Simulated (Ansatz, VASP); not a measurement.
# SbAs: VASP beside Ansatz, part 2 of 2

One calculation is typed for both programs; each brings its own data sets. How far apart do they land? The cell is generated by rule, not measured, and may not be a known phase. The cell is taken from a series of runs on this material, whose earlier steps may have relaxed, scaled, displaced or heated it; both programs get it as it stands.

VASP 6.6.1 and Ansatz 0.2.0.

So far: The structure; VASP: relaxation of cell and atoms, PBEsol.

The structure was built from a prototype and need not be the compound's stable phase.

### Step 3. Ansatz: relaxation of cell and atoms, PBEsol

Level of this step: Ansatz beside VASP: Kohn-Sham DFT, plane waves, PBEsol (Ansatz).

Ansatz runs on its default PAW (the set named soft_2) files.

The same cell, functional, mesh and smearing now go to Ansatz, which takes its cutoff from its data sets.

input.yaml reads:

```yaml
crystal:
  lattice:
    - [3.8875621222, 0.0, 0.0]
    - [0.0, 7.847540411, 0.0]
    - [0.0, 0.0, 7.5266306624]
  atoms:
    - { symbol: Sb, position: [0.0, 0.7966846575, 0.0148284278] }
    - { symbol: Sb, position: [0.0, 0.2033153425, 0.0148284278] }
    - { symbol: Sb, position: [0.5, 0.0, 0.4202136752] }
    - { symbol: Sb, position: [0.5, 0.5, 0.588155159] }
    - { symbol: As, position: [0.5, 0.6822075999, 0.2400167494] }
    - { symbol: As, position: [0.5, 0.3177924001, 0.2400167494] }
    - { symbol: As, position: [0.0, 0.0, 0.6562752119] }
    - { symbol: As, position: [0.0, 0.5, 0.8256655995] }
kpoints:
  mp_grid: { grid: [10, 6, 6] }
hamiltonian:
  xc: pbesol
scf:
  occupations: { method: methfessel_paxton, width: 0.2 }
output:
  forces: true
  stress: true
  eigenvalues: true
relax:
  adjacent_minimum: "off"
  f_tol: 0.001
  max_steps: 60
  cell: { stress_tol: 0.01 }
```

Run with:

```console
> ansatz run input.yaml --threads 4 --pin off --max-ram 7168MiB --backend cpu --events-out ev --progress --plain --runs-dir out
```

Numbers of over 12 decimals in the logs are rounded to 6 here.

What it wrote:

```text
Engine: ansatz 0.2.0, aarch64-unknown-linux-gnu
Pseudopotentials: kind: paw
Pseudopotential: Sb, paw, valence charge 15, recommended cutoff 420 eV (normal), Sb.paw.azcp
Pseudopotential: As, paw, valence charge 15, recommended cutoff 420 eV (normal), As.paw.azcp
Functional definition: PBEsol
  exchange = pbesol_x
  correlation = pbesol_c
Crystal: 8 atoms, lattice volume = 229.621 Å³
Basis set: ecut = 420 eV, 4487 PW (Γ), exchange–correlation on 54×108×108 points (8 copies of the dense FFT grid, shifted against one another)
Bands: 72, of which v1, the nominal top of the filled ones, is band 60 counted from 1 (59 counted from 0)
Symmetry: 4 space group operations
Space group: Pmm2 (ITA 25), of the structure as read, at distance tolerance 6.1e-5 Å
k-points: 96 of 360 (time reversal used)
Non-local potential: Sb, projectors of the file, l = 0: 2, l = 1: 2, l = 2: 2, l = 3: 2
Non-local potential: As, projectors of the file, l = 0: 2, l = 1: 2, l = 2: 3, l = 3: 1
PAW form: soft (Blöchl's): semilocal exchange-correlation on the pseudo side does not see the compensation charge
PAW frozen core: Sb, regenerated for the run's functional, and the local potential with it (the file was generated under x = pbe(κ = 0.804, μ = 0.219515), c = pbe(β = 0.066725))
PAW frozen core: As, regenerated for the run's functional, and the local potential with it (the file was generated under x = pbe(κ = 0.804, μ = 0.219515), c = pbe(β = 0.066725))
PAW one-centre angular grid: Sb, 590 points (default); XC on 64 Gauss nodes
PAW one-centre angular grid: As, 590 points (default); XC on 64 Gauss nodes
Initial density: superposition of atomic densities (neutral atoms: chi_scale 0, normalization atom), corrected by the library's trained network
Initial wavefunctions: pseudopotential atomic-orbital guess
Functional: x = pbesol(κ = 0.804, μ = 0.123457), c = pbesol(β = 0.046)
SCF iter   1: F=—  HF=-44882.404204 eV  |F-HF|=—  |Δ(HF+E_count)|=         —  Δρ=3.48e-3  dr2=4.72e-2  ethr=1.77e-3  ⟨swp⟩=6.1  Hψ=25186  notcnv=0
preconditioner: auto → LDOS  [metal: Δε(μ)=0.017 eV  Ē_g=8.217 eV  σ=0.200 eV  W_gap=0.07  n_scr=60 (ndim 8)  ℏωp=15.5 eV  f_vac=0.039  D(μ)=2.52/eV (n_scr^D=8)  β→1.0]
SCF iter   2: F=—  HF=-44882.391625 eV  |F-HF|=—  |Δ(HF+E_count)|=   1.26e-2  S|Δr|=    0.00e0  Δρ=1.60e-3  dr2=1.14e-2  ethr=3.93e-5  ⟨swp⟩=2.0  Hψ=13752  notcnv=0  defer=1
SCF iter   3: F=—  HF=-44882.387665 eV  |F-HF|=—  |Δ(HF+E_count)|=   3.96e-3  S|Δr|=    0.00e0  Δρ=3.81e-4  dr2=5.69e-4  ethr=9.46e-6  ⟨swp⟩=2.0  Hψ=12401  notcnv=0  defer=1
SCF iter   4: F=—  HF=-44882.387407 eV  |F-HF|=—  |Δ(HF+E_count)|=   2.57e-4  S|Δr|=    0.00e0  Δρ=8.55e-5  dr2=2.20e-5  ethr=4.74e-7  ⟨swp⟩=2.0  Hψ=12461  notcnv=0  defer=1
SCF iter   5: F=—  HF=-44882.387411 eV  |F-HF|=—  |Δ(HF+E_count)|=   3.74e-6  S|Δr|=    0.00e0  Δρ=2.47e-5  dr2=2.54e-6  ethr=1.84e-8  ⟨swp⟩=2.0  Hψ=10034  notcnv=0  defer=1
SCF iter   6: F=—  HF=-44882.387411 eV  |F-HF|=—  |Δ(HF+E_count)|=   1.05e-7  S|Δr|=    0.00e0  Δρ=8.13e-6  dr2=2.84e-7  ethr=2.12e-9  ⟨swp⟩=2.0  Hψ=12401  notcnv=0  defer=1
SCF iter   7: F=-44882.387411 eV  HF=-44882.387411 eV  |F-HF|=4.31e-9  |Δ(HF+E_count)|=   6.44e-9  S|Δr|=    0.00e0  Δρ=2.27e-6  dr2=1.99e-8  ethr=8.33e-11  ⟨swp⟩=9.9  Hψ=28612  notcnv=0
SCF 1 converged in 7 iterations: F = -44882.387411 eV  dr2 = 1.99e-8
  greatest PAW one-centre occupation: 0.999 electrons in one spin orbital (limit 2), on the As atom at site 5 (counted from 0), in its partial waves of l = 2
relax step   1: F+E_penalty+E_count = -44882.38741100 eV  Δ(F+E_penalty+E_count) = +0.000e0 eV  max|allowed force component| = 9.271e-2 eV/Å  Δτ_max = 0.0000 Å  P = +0.024 GPa  Ω = 229.621 Å³  (7 SCF iters, dr2 threshold 1.00e-7 eV, accepted)
[...]
relax step   8: F+E_penalty+E_count = -44882.39386224 eV  Δ(F+E_penalty+E_count) = -1.284e-5 eV  max|allowed force component| = 3.442e-4 eV/Å  Δτ_max = 0.0006 Å  P = +0.002 GPa  Ω = 229.881 Å³  energy of the carried Pulay correction = -4.679e-5 eV  (4 SCF iters, dr2 threshold 1.49e-9 eV, accepted)
[...]
relax step   9: F+E_penalty+E_count = -44882.39391334 eV  Δ(F+E_penalty+E_count) = -5.109e-5 eV  max|allowed force component| = 3.481e-4 eV/Å  Δτ_max = 0.0000 Å  P = +0.002 GPa  Ω = 229.881 Å³  stress off target by 1.78e-3 GPa  SCF on the basis re-selected at this cell (its energy is not comparable with the rows above)  (6 SCF iters)
basis re-selected at this cell: Δ(F+E_penalty+E_count) = -5.109e-5 eV, ΔP = -0.000 GPa vs the last step (what re-selecting the basis moved, of the pressure what is left beyond the Pulay correction that the steps carried, after the strain that the cell walked since its last selection, with what the two solves' SCF thresholds leave and, on support functions, any second-order correction that the steps lacked; it is no m [...]
SCF converged after 6 iterations
Stability not checked: this state was not tested for a lower state beside it, because cold or Methfessel-Paxton smearing, or corrected tetrahedra, fill the levels in a way that the test cannot read (fill_not_monotonic; see scf.lower_state_search)
Free energy (F): -44882.393913 eV
Harris-Foulkes:  -44882.393913 eV  (|F-HF|=0.00e0)
Internal energy: -44882.405046 eV  (E = F + TS)
E sigma→0 (E₀):  -44882.396697 eV
Entropy (-TS):   0.011133 eV (1.392 meV/atom)
Fermi energy:    8.658560 eV
--- Per-component energies (eV) ---
  E_band       = -1800.495072
  E_kinetic    = 1238.199471
  E_local      = -14505.397283  (includes V_loc(G=0)·N_el)
  E_nonlocal   = -1218.544272
  E_hartree    = 7215.445092
  E_xc         = -862.973837
  E_vxc        = -700.788406  (∫ρ·V_xc dr)
  E_paw        = -25166.358072  (= ΣΔE_a)
  E_vpaw       = -1044.854706  (= ΣTr[D̂ρ^β])
  E_aug_tail   = 0.000023  (compensation charges beyond the density's cutoff)
  E_ewald      = -11587.969312
  E_core_change = 5.193143  (= ΣΔE_core)
  E_smearing   = 0.011133  (= −TS)
  E_closure    = 0.000000  (closes the sum)
  Σ components = -44882.393913   (vs F -44882.393913, Δ=0.00e0)
--- Forces (eV/Å), atoms counted from 1 ---
  atom   1  Sb     0.00000000     0.00016463    -0.00023989
  atom   2  Sb     0.00000000    -0.00016463    -0.00023989
  atom   3  Sb     0.00000000     0.00000000     0.00013264
  atom   4  Sb     0.00000000     0.00000000    -0.00002830
  atom   5  As     0.00000000    -0.00013008    -0.00001077
  atom   6  As    -0.00000000     0.00013008    -0.00001077
  atom   7  As     0.00000000     0.00000000     0.00004902
  atom   8  As     0.00000000     0.00000000     0.00034811
  max |Σ_I F_I| component: 1.53e-7 eV/Å
--- Stress (GPa, compression-positive) ---
        0.001779       0.000000       0.000000
        0.000000       0.001697       0.000000
        0.000000       0.000000       0.001676
  P = ⅓ Tr σ = 0.0017 GPa (0.017 kbar)
--- Band table (eV; the first three rows and the last of 96) ---
  k-point 0: bands = [... 56 lower, 7.3075, 7.7172, 8.2455, 8.5596, 8.6341, 8.9662, 9.9179, 10.0522, ... 8 higher]
  k-point 1: bands = [... 56 lower, 7.2264, 7.7856, 7.9683, 8.1869, 8.8825, 9.3630, 10.0043, 10.1233, ... 8 higher]
  k-point 2: bands = [... 56 lower, 7.2581, 7.4208, 7.5322, 8.1072, 9.3022, 9.6638, 10.0728, 10.2963, ... 8 higher]
  k-point 95: bands = [... 56 lower, 5.6903, 5.8572, 8.0081, 8.1810, 8.9576, 9.2375, 9.4001, 9.5658, ... 8 higher]
--- Relaxed structure (8 steps of the walk, 7 accepted, 1 SCFs on fresh bases) ---
  F+E_penalty+E_count = -44882.39391334 eV   max|allowed force component| = 3.481e-4 eV/Å   (the final SCF, on the basis selected at the relaxed cell)
  cell:  # Å, volume = 229.8811 Å³
    - [3.885437, 0.0, 0.0]
    - [0.0, 7.791142, 0.0]
    - [0.0, 0.0, 7.593855]
  atoms:
    - { symbol: Sb, position: [0, 0.795934, 0.013999] }
    - { symbol: Sb, position: [0, 0.204066, 0.013999] }
    - { symbol: Sb, position: [0.5, 0, 0.426749] }
    - { symbol: Sb, position: [0.5, 0.5, 0.585010] }
    - { symbol: As, position: [0.5, 0.685566, 0.239511] }
    - { symbol: As, position: [0.5, 0.314434, 0.239511] }
    - { symbol: As, position: [0, 0, 0.660390] }
    - { symbol: As, position: [0, 0.5, 0.820831] }
```

### Step 4. Side by side

Known differences besides the potentials themselves: the data sets hold 120 valence electrons in Ansatz (on its default PAW (the set named soft_2) files) and 40 in VASP; the cutoff is 420 eV in Ansatz and 500 eV in VASP; Ansatz makes its cores anew for this functional, VASP keeps those of its PBE data sets; Ansatz adds a Pulay correction to the stress that steers its cell, VASP none. Total energies have different zeros and are not compared.

Compared:

```tsv
quantity	Ansatz	VASP	difference
volume (Å³)	229.88	230.19	-0.13 %
edge a after relaxation, in the typed setting (Å)	3.885	3.894	-0.21 %
edge b after relaxation, in the typed setting (Å)	7.791	7.798	-0.09 %
edge c after relaxation, in the typed setting (Å)	7.594	7.581	+0.16 %
```

### Step 5. Outcome

```json
{"difference in edge a after relaxation, in the typed setting (relaxation of cell and atoms, PBEsol)": "-0.21 %"}
```

The difference in edge a after relaxation, in the typed setting is -0.21 % (relaxation of cell and atoms, PBEsol), within the 1.2 % picked in this series as the mark of a large difference, as far as the stopping tolerances let one tell. The data sets hold unlike numbers of valence electrons (120 in Ansatz and 40 in VASP), so part of the differences comes from the potentials. How closely two codes agree says nothing of how well the functional describes the real material.

[Lines on the potential files, build, host, timing and source positions are cut from VASP's logs without a mark.]

[Logs are printed without paths, hosts, clocks, repeated set-up lines and the standing remarks that a program may print on its own settings, such as how far it seeks lower states.]

[Hosts, paths, dates, database ids (printed as entryN), source tags and the programs' standing remarks are cut or masked in the printed files.]
